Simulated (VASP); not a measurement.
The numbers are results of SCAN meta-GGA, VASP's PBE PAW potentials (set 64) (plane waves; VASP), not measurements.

A VASP calculation is set up with these files.

KPOINTS:
```
Regular mesh
0
G
 6 6 3
```

POSCAR:
```
CdSe
1
    2.2102072058    -3.8281909287     0.0000000000
    2.2102072058     3.8281909287     0.0000000000
    0.0000000000     0.0000000000     7.2073504802
Cd Se
2 2
Direct
  0.6666670000   0.3333330000   0.4999996010
  0.3333330000   0.6666670000   0.9999996010
  0.6666670000   0.3333330000   0.8760003990
  0.3333330000   0.6666670000   0.3760003990
```

**INCAR**
```
SYSTEM = CdSe
PREC = Accurate
ENCUT = 520
EDIFF = 1E-7
NELM = 100
ALGO = Normal
LREAL = .FALSE.
LASPH = .TRUE.
ISMEAR = 0
SIGMA = 0.05
METAGGA = SCAN
LMIXTAU = .TRUE.
LMAXMIX = 4
LWAVE = .FALSE.
LCHARG = .FALSE.
ISIF = 4
IBRION = 2
NSW = 30
EDIFFG = -0.01
```

POTCAR, in this order: Cd Se (PBE.64 set). Program: vasp_std.

What does the run give for the energy per atom (σ→0), band gap (on the k-mesh)?

| Property | Result |
|---|---|
| energy per atom (σ→0) | -25.924 eV/atom |
| band gap (on the k-mesh) | 0.84 eV |

### OSZICAR
```
...
DAV:   5    -0.103694036688E+03   -0.49215E-05   -0.10752E-05   616   0.364E-02    0.866E-04
DAV:   6    -0.103694037358E+03   -0.67046E-06   -0.45928E-07   562   0.738E-03    0.583E-04
DAV:   7    -0.103694037233E+03    0.12487E-06   -0.36622E-08   362   0.188E-03    0.260E-04
DAV:   8    -0.103694037464E+03   -0.23108E-06   -0.42259E-08   368   0.216E-03    0.871E-05
DAV:   9    -0.103694037296E+03    0.16814E-06   -0.25149E-08   332   0.170E-03    0.765E-05
DAV:  10    -0.103694037469E+03   -0.17235E-06   -0.19046E-08   332   0.167E-03    0.419E-05
DAV:  11    -0.103694037397E+03    0.71176E-07   -0.24617E-09   314   0.521E-04
   2 F= -.10369404E+03 E0= -.10369404E+03  d E =-.285457E-04
```

The compound is CdSe in the wurtzite structure. This cell is one point of a volume scan, at 1.06 of the reference volume. Symmetry was kept, so distortions that lower it aren't found.
